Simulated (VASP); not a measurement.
A cell of BN (hex) near equilibrium:

```xyz
4
Lattice="1.2564 -2.1762 0.0000 1.2564 2.1762 0.0000 0.0000 0.0000 7.6483" Properties=species:S:1:pos:R:3 pbc="T T T"
B      1.2564     0.7254     1.9121
B      1.2564    -0.7254     5.7362
N      1.2564    -0.7254     1.9121
N      1.2564     0.7254     5.7362
```

These are PBE GGA, VASP's PBE PAW potentials (set 64) (plane waves; VASP) values and carry that method's errors.

Without a dispersion term in the relaxation, distances and binding between the weakly bound layers, chains or molecules are unreliable, and so is what depends on them.

```tsv
run	ΔE (meV/atom)	σxx	σyy	σzz	largest shear component, with its sign (GPa)
as it is	0.0	-0.29	-0.29	0.19	0.00
after one change	25.5	20.09	20.09	0.20	0.00
```
Stress is in GPa, positive when the cell is compressed.

### Question
What was changed between the two runs?
(A) biaxial strain of -3.0 % in the xy plane
(B) biaxial strain of -2.0 % in the xz plane with the ions relaxed
(C) uniaxial strain of -1.5 % along y
(D) biaxial strain of -2.0 % in the xy plane

### Answer
D, biaxial strain of -2.0 % in the xy plane

The compound is BN in the hex structure.
